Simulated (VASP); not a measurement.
```
PbS
1.0
    0.00000     3.02866     3.02866
    3.02866     0.00000     3.02866
    3.02866     3.02866     0.00000
Pb S
1 1
Direct
  0.00000   0.00000   0.00000
  0.50000   0.50000   0.50000
```

Calculation: revPBE GGA, VASP's PBE PAW potentials (set 64) (plane waves; VASP). Numerical set-up: 520 eV cut-off, 8×8×8 Γ-centred mesh, Gaussian smearing of 0.050 eV, potentials Pb_d S.

Unless said otherwise, spin-orbit coupling is left out, though it shifts the bands of the heavy elements here.

Problem. What does the run give for the energy per atom (σ→0), band gap (on the k-mesh) with the smallest direct gap where there is one?

Solution. 
The band gap (on the k-mesh) comes out as 0.65 eV, the smallest direct gap (on the k-mesh) is 0.65 eV and the energy per atom (σ→0) is -4.092 eV/atom.

The compound is PbS in the rock salt structure. It was relaxed first, which changed the volume by +6 %.
